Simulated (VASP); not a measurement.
A cell of FePt (L1_0) near equilibrium:

```
FePt
1.0
    2.73225     0.00000     0.00000
    0.00000     2.73225     0.00000
    0.00000     0.00000     3.72574
Fe Pt
1 1
Direct
  0.00000   0.00000   0.00000
  0.50000   0.50000   0.50000
```
Starting moments (μB, in the order of the record's atoms Fe Pt): 3.3 0.3.

The numbers are results of r2SCAN meta-GGA, VASP's PBE PAW potentials (set 64) (plane waves; VASP), not measurements.

```json
[
 {"run": "as it is", "ΔE (meV/atom)": "0.0", "σxx": "0.20", "σyy": "0.20", "σzz": "-0.18", "largest shear component, with its sign (GPa)": "0.00", "largest force (eV/Å)": "0.000", "moment (μB)": "3.55"},
 {"run": "after one change", "ΔE (meV/atom)": "20.1", "σxx": "5.87", "σyy": "13.54", "σzz": "10.79", "largest shear component, with its sign (GPa)": "0.00", "largest force (eV/Å)": "0.000", "moment (μB)": "3.52"}
]
```
Stress is in GPa, positive when the cell is compressed.

**Question.** Name the change that produced these shifts.
A. biaxial strain of -2.0 % in the yz plane
B. atom 1 (Fe) moved by 0.075 Å along y
C. isotropic strain of -4.0 %
D. atom 1 (Fe) moved by -0.050 Å along z

**Answer.** A, biaxial strain of -2.0 % in the yz plane

The compound is FePt in the L1_0 structure. The spin order is the one that the start imposed; others were not tried in this run.
